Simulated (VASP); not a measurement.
A convergence study with VASP on FePt (space group no. 123 when undisturbed): a few settings are varied, all else stays as given below, so the limit is that of these other settings. One atom is moved off its site, so that forces are finite.

```
FePt
1.0
    2.73360     0.00000     0.00000
    0.00000     2.73360     0.00000
    0.00000     0.00000     3.72855
Fe Pt
1 1
Direct
  0.00000   0.00000   0.01341
  0.50000   0.50000   0.50000
```
Starting moments (μB, in the order of the record's atoms Fe Pt): 3.0 0.0.

Method: PBE GGA, VASP's PBE PAW potentials (set 64) (plane waves; VASP). The last row used: 300 eV cut-off, 19×19×14 Γ-centred mesh shifted by (0.5, 0.5, 0.5), Gaussian smearing of 0.10 eV, potentials Fe Pt.

Unless said otherwise, spin-orbit coupling is left out, though it shifts the bands of the heavy elements here.

```csv
setting,E (eV/atom),pressure (GPa),largest force (eV/Å),moment (μB),irreducible k-points
2×2×2 mesh,-8.1117,-2.61,0.316,4.000,1
3×3×2 mesh,-7.3878,-4.20,0.478,2.879,3
3×3×3 mesh,-7.3162,-3.34,0.413,2.890,6
4×4×3 mesh,[?],[?],[?],[?],6
5×5×4 mesh,-7.4450,-0.90,0.421,3.200,12
6×6×4 mesh,-7.3893,2.04,0.439,3.438,12
6×6×5 mesh,-7.3870,1.97,0.429,3.443,18
7×7×5 mesh,-7.4106,0.78,0.423,3.320,30
8×8×6 mesh,-7.3958,1.04,0.427,3.317,30
9×9×7 mesh,-7.4025,0.31,0.408,3.262,60
10×10×8 mesh,-7.4025,0.18,0.426,3.253,60
11×11×9 mesh,-7.4030,0.62,0.424,3.308,105
13×13×9 mesh,-7.4023,0.68,0.420,3.311,140
14×14×10 mesh,-7.4043,0.79,0.423,3.312,140
16×16×12 mesh,-7.4033,0.71,0.423,3.299,216
17×17×13 mesh,[?],[?],[?],[?],315
19×19×14 mesh,-7.4034,0.60,0.423,3.304,385
```

**Question.** What belongs in the gaps?

**Answer.** 
- 17×17×13 mesh, E (eV/atom): -7.4037
- 17×17×13 mesh, pressure (GPa): 0.58
- 17×17×13 mesh, largest force (eV/Å): 0.425
- 17×17×13 mesh, moment (μB): 3.305
- 4×4×3 mesh, E (eV/atom): -7.3834
- 4×4×3 mesh, pressure (GPa): 0.99
- 4×4×3 mesh, largest force (eV/Å): 0.368
- 4×4×3 mesh, moment (μB): 3.333

Left out are rungs that failed or repeat a setting and relaxations that didn't move; long series are thinned to 24 rows.

The structure is a typed FePt crystal (space group no. 123). The cell was not relaxed at this level, it is distorted from the ideal structure. The spin order is the one that the start imposed; others were not tried in this run.
